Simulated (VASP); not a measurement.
# ZrPbO$_{3}$ (relaxed from the 2H-BaNiO3 structure, space group P6_3/mmc): computed properties

All values below come from r2SCAN meta-GGA, VASP's PBE PAW potentials (set 64) (plane waves; VASP 6.6.1).

| Property | Result |
|---|---|
| space group | P6_3/mmc (194) |
| cell | a = 5.6879 Å, b = 5.6879 Å, c = 5.5989 Å, α = 90.00°, β = 90.00°, γ = 120.00° |
| volume per atom | 15.69 Å³/atom |
| band gap (over mesh and band path) | 2.74 eV |
| smallest direct gap (over mesh and band path) | 2.79 eV |
| density | 7.33 g/cm³ |

```cif
data_O6Pb2Zr2
_chemical_formula_sum 'Pb2 Zr2 O6'
_space_group_name_H-M_alt 'P63/mmc'
_space_group_IT_number 194
_space_group_name_Hall '-P 6c 2c'
_cell_length_a 5.68787
_cell_length_b 5.68787
_cell_length_c 5.59886
_cell_angle_alpha 90.000
_cell_angle_beta 90.000
_cell_angle_gamma 120.000
loop_
_atom_site_label
_atom_site_type_symbol
_atom_site_symmetry_multiplicity
_atom_site_Wyckoff_symbol
_atom_site_fract_x
_atom_site_fract_y
_atom_site_fract_z
_atom_site_occupancy
Pb1 Pb 2 d 0.66667 0.33333 0.25000 1
Zr1 Zr 2 a 0.00000 0.00000 0.00000 1
O1 O 6 h 0.15891 0.31781 0.25000 1
```

Unless said otherwise, spin-orbit coupling is left out, though it shifts the bands of the heavy elements here.

The structure was generated: ZrPbO3 was put into the 2H-BaNiO3 type (P6_3/mmc), which need not be its known phase. It was relaxed first, which changed the volume by -9 %. Symmetry was kept, so distortions that lower it aren't found.
